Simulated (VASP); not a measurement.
Output of a VASP run:

**OSZICAR**
```
       N       E                     dE             d eps       ncg     rms          rms(c)
DAV:   1     0.378639189686E+03    0.37864E+03   -0.23033E+04  1456   0.280E+03
DAV:   2    -0.185598718695E+02   -0.39720E+03   -0.39070E+03  1544   0.632E+02
DAV:   3    -0.768518995228E+02   -0.58292E+02   -0.57639E+02  1776   0.205E+02
DAV:   4    -0.791106994553E+02   -0.22588E+01   -0.22568E+01  1592   0.449E+01
DAV:   5    -0.791774576051E+02   -0.66758E-01   -0.66752E-01  1960   0.766E+00    0.111E+01
DAV:   6    -0.686996919935E+02    0.10478E+02   -0.16277E+01  2224   0.556E+01    0.409E+00
DAV:   7    -0.662853502557E+02    0.24143E+01   -0.24061E+00  1584   0.111E+01    0.252E+00
DAV:   8    -0.695655751690E+02   -0.32802E+01   -0.13629E+00  1560   0.119E+01    0.988E-01
DAV:   9    -0.667445408086E+02    0.28210E+01   -0.60024E-01  1480   0.644E+00    0.424E-01
DAV:  10    -0.668992780599E+02   -0.15474E+00   -0.15933E-01  1568   0.337E+00    0.329E-01
DAV:  11    -0.668513611137E+02    0.47917E-01   -0.39349E-02  1648   0.172E+00    0.201E-01
DAV:  12    -0.669087007601E+02   -0.57340E-01   -0.24799E-02  1728   0.139E+00    0.873E-02
DAV:  13    -0.669121587223E+02   -0.34580E-02   -0.49325E-03  2000   0.835E-01    0.532E-02
DAV:  14    -0.669127381355E+02   -0.57941E-03   -0.99796E-04  2136   0.292E-01    0.215E-02
DAV:  15    -0.669131855180E+02   -0.44738E-03   -0.18206E-04  1736   0.134E-01    0.179E-02
DAV:  16    -0.669131875624E+02   -0.20444E-05   -0.23267E-04  1864   0.163E-01    0.421E-03
DAV:  17    -0.669133010130E+02   -0.11345E-03   -0.50988E-05  1512   0.690E-02    0.259E-03
DAV:  18    -0.669133012386E+02   -0.22561E-06   -0.19878E-06  1736   0.158E-02    0.154E-03
DAV:  19    -0.669133121097E+02   -0.10871E-04   -0.80915E-06  1864   0.313E-02    0.143E-03
DAV:  20    -0.669133123742E+02   -0.26445E-06   -0.35605E-07  1824   0.515E-03    0.125E-03
DAV:  21    -0.669133125075E+02   -0.13331E-06   -0.25420E-08   904   0.191E-03    0.930E-04
DAV:  22    -0.669133127163E+02   -0.20878E-06   -0.25895E-07  1280   0.423E-03    0.617E-04
DAV:  23    -0.669133127344E+02   -0.18155E-07   -0.16809E-08   776   0.174E-03
   1 F= -.66913313E+02 E0= -.66913313E+02  d E =-.687836E-07
```

### OUTCAR
```
------------------------ aborting loop because EDIFF is reached ----------------------------------------
  FORCE on cell =-STRESS in cart. coord.  units (eV):
  Direction    XX          YY          ZZ          XY          YZ          ZX
  --------------------------------------------------------------------------------------
  Total        0.0431196      0.0431196     -0.0401147      0.0000000      0.0000000      0.0000000
  in kB        0.9682057      0.9682057     -0.9007355      0.0000000      0.0000000      0.0000000
  external PRESSURE =       0.3452253 kB  Pullay stress =       0.0000000 kB
  volume of cell :       71.35
      direct lattice vectors                 reciprocal lattice vectors
     3.809688457  0.000000000  0.000000000     0.262488655  0.000000000  0.000000000
     0.000000000  3.809688457  0.000000000     0.000000000  0.262488655  0.000000000
     0.000000000  0.000000000  4.916300346     0.000000000  0.000000000  0.203404985
 POSITION                                       TOTAL-FORCE (eV/Angst)
 -----------------------------------------------------------------------------------
      1.90484      0.00000      3.76303         0.000000      0.000000      0.009489
      0.00000      1.90484      1.15327         0.000000      0.000000     -0.009489
      1.90484      1.90484      0.00000        -0.000000      0.000000      0.000000
      0.00000      0.00000      0.00000         0.000000      0.000000      0.000000
 -----------------------------------------------------------------------------------
    total drift:                                0.000000      0.000000     -0.000000
  FREE ENERGIE OF THE ION-ELECTRON SYSTEM (eV)
  ---------------------------------------------------
  free  energy   TOTEN  =       -66.9133127344 eV

  energy  without entropy=      -66.9133126656  energy(sigma->0) =      -66.91331270
```
(Selected blocks of OUTCAR.)

**POSCAR**
```
SnO
1
    3.8096884566     0.0000000000     0.0000000000
    0.0000000000     3.8096884566     0.0000000000
    0.0000000000    -0.0000000000     4.9163003459
Sn O
2 2
Direct
  0.5000000000   0.0000000000   0.7654190323
  0.0000000000   0.5000000000   0.2345809677
  0.5000000000   0.5000000000   0.0000000000
  0.0000000000   0.0000000000   0.0000000000
```

Reconstruct the remaining input files.

This is not unique; one that fits is the input of the run itself, r2SCAN meta-GGA, plane waves, VASP's PBE PAW potentials (set 64).

File KPOINTS:
```
Automatic mesh
0
Gamma
6 6 4
0 0 0
```

INCAR:
```
ALGO  =  Normal
EDIFF  =  1E-7
ENCUT  =  600
ISIF  =  2
ISMEAR  =  0
LASPH  =  .True.
LCHARG  =  .False.
LMAXMIX  =  4
LMIXTAU  =  .True.
LREAL  =  .False.
LWAVE  =  .False.
METAGGA  =  R2SCAN
NELM  =  100
PREC  =  Accurate
SIGMA  =  0.05
SYSTEM  =  SnO
```

POTCAR, in this order: Sn_d O (PBE.64 set). Program: vasp_std.

The compound is SnO in the litharge structure. It was relaxed first.
